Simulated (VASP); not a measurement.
All values below come from PBE GGA, VASP's PBE PAW potentials (set 64) (plane waves; VASP).

The input files of a VASP run:

### KPOINTS
```
Automatic mesh
0
Gamma
11 11 11
0 0 0
```

File POSCAR:
```
FeAl
1
    2.9682000000     0.0000000000     0.0000000000
    0.0000000000     2.9682000000     0.0000000000
    0.0000000000     0.0000000000     2.9682000000
Al Fe
1 1
Direct
  0.5000000000   0.5000000000   0.5000000000
  0.0000000000   0.0000000000   0.0000000000
```

### INCAR
```
! general
SYSTEM   =  FeAl
PREC     =  Accurate
ENCUT    =  350
LREAL    =  .FALSE.
LASPH    =  .TRUE.

! electronic loop
EDIFF    =  1E-6
NELM     =  100
ALGO     =  Normal
LMAXMIX  =  4

! smearing
ISMEAR   =  1
SIGMA    =  0.1

! functional
GGA      =  PE

! ions
ISIF     =  2

! output
LWAVE    =  .FALSE.
LCHARG   =  .FALSE.
```

POTCAR, in this order: Al Fe (PBE.64 set). Program: vasp_std.

Output of the run:

### OSZICAR
```
       N       E                     dE             d eps       ncg     rms          rms(c)
DAV:   1     0.224881354023E+02    0.22488E+02   -0.39595E+03  1040   0.879E+02
DAV:   2    -0.135148299447E+02   -0.36003E+02   -0.34184E+02  1016   0.158E+02
DAV:   3    -0.144117270485E+02   -0.89690E+00   -0.88543E+00  1278   0.326E+01
DAV:   4    -0.144272320917E+02   -0.15505E-01   -0.15491E-01  1359   0.390E+00
DAV:   5    -0.144274813257E+02   -0.24923E-03   -0.24922E-03  1226   0.375E-01    0.131E+01
DAV:   6    -0.174400641518E+02   -0.30126E+01   -0.86422E+01  1145   0.136E+02    0.213E+01
DAV:   7    -0.125138367911E+02    0.49262E+01   -0.44683E+01  1130   0.856E+01    0.249E+00
DAV:   8    -0.124960476930E+02    0.17789E-01   -0.22085E-01  1056   0.503E+00    0.154E+00
DAV:   9    -0.124828837452E+02    0.13164E-01   -0.47336E-02  1216   0.335E+00    0.406E-01
DAV:  10    -0.124824279702E+02    0.45577E-03   -0.99422E-04  1233   0.348E-01    0.142E-01
DAV:  11    -0.124824196961E+02    0.82741E-05   -0.24617E-05  1268   0.557E-02    0.225E-02
DAV:  12    -0.124824184673E+02    0.12287E-05   -0.39134E-06  1113   0.209E-02    0.454E-03
DAV:  13    -0.124824181870E+02    0.28032E-06   -0.39871E-07   527   0.642E-03
   1 F= -.12482418E+02 E0= -.12482390E+02  d E =-.846591E-04
```

OUTCAR:
```
------------------------ aborting loop because EDIFF is reached ----------------------------------------
  FORCE on cell =-STRESS in cart. coord.  units (eV):
  Direction    XX          YY          ZZ          XY          YZ          ZX
  --------------------------------------------------------------------------------------
  Total       -2.4616758     -2.4616758     -2.4616758      0.0000000      0.0000000      0.0000000
  in kB     -150.8210479   -150.8210479   -150.8210479      0.0000000      0.0000000      0.0000000
  external PRESSURE =    -150.8210479 kB  Pullay stress =       0.0000000 kB
  volume of cell :       26.15
      direct lattice vectors                 reciprocal lattice vectors
     2.968200000  0.000000000  0.000000000     0.336904521  0.000000000  0.000000000
     0.000000000  2.968200000  0.000000000     0.000000000  0.336904521  0.000000000
     0.000000000  0.000000000  2.968200000     0.000000000  0.000000000  0.336904521
 POSITION                                       TOTAL-FORCE (eV/Angst)
 -----------------------------------------------------------------------------------
      1.48410      1.48410      1.48410         0.000000      0.000000      0.000000
      0.00000      0.00000      0.00000         0.000000      0.000000      0.000000
 -----------------------------------------------------------------------------------
    total drift:                                0.000000      0.000000     -0.000000
  FREE ENERGIE OF THE ION-ELECTRON SYSTEM (eV)
  ---------------------------------------------------
  free  energy   TOTEN  =       -12.4824181870 eV

  energy  without entropy=      -12.4823335279  energy(sigma->0) =      -12.48238997
```
(Selected blocks of OUTCAR.)

### OUTCAR
```
 val. band max:        6.9267963345   @ k =   0.0909   0.0909   0.0909

 cond. band min:       6.9317047096   @ k =   0.4545   0.3636   0.3636


 Fermi energy:         6.9282237705

 k-point     1 :       0.0000    0.0000    0.0000
  band No.  band energies     occupation
      1      -2.8163      2.00000
      2       5.0490      2.00000
      3       5.0490      2.00000
      4       7.0711     -0.06132
      5       7.0711     -0.06132
      6       7.0711     -0.06132
      7      12.8755      0.00000
      8      12.8755      0.00000
      9      12.8755      0.00000

 k-point     2 :       0.0909    0.0000    0.0000
  band No.  band energies     occupation
      1      -2.6720      2.00000
      2       5.0236      2.00000
      3       5.0901      2.00000
      4       6.9852      0.18788
      5       6.9852      0.18780
      6       7.0796     -0.05405
      7      11.7441      0.00000
      8      13.0872      0.00000
      9      13.0872      0.00000

 k-point     3 :       0.1818    0.0000    0.0000
  band No.  band energies     occupation
      1      -2.2426      2.00000
      2       4.8633      2.00000
      3       5.2035      2.00000
      4       6.7728      2.05038
      5       6.7728      2.05038
      6       7.1024     -0.03351
      7      10.0405      0.00000
      8      13.6803      0.00000
      9      13.6803      0.00000

 k-point     4 :       0.2727    0.0000    0.0000
  band No.  band energies     occupation
      1      -1.5404      2.00000
      2       4.3249      2.00000
      3       5.3582      2.00000
      4       6.5252      2.00000
      5       6.5252      2.00000
      6       7.1326     -0.01386
      7       8.7816     -0.00000
      8      14.5717      0.00000
      9      14.5717      0.00000

 k-point     5 :       0.3636    0.0000    0.0000
  band No.  band energies     occupation
      1      -0.5879      2.00000
      2       3.2670      2.00000
      3       5.5076      2.00000
...
```

The compound is FeAl in the CsCl type structure. The cell was not relaxed at this level. The run is one of a series of settings (ENCUT = 350 against the base run), some of them coarse on purpose. The run is not spin-polarised, so no magnetic state was tried. The electron count is odd and the run is not spin-polarised, which forces a metal.
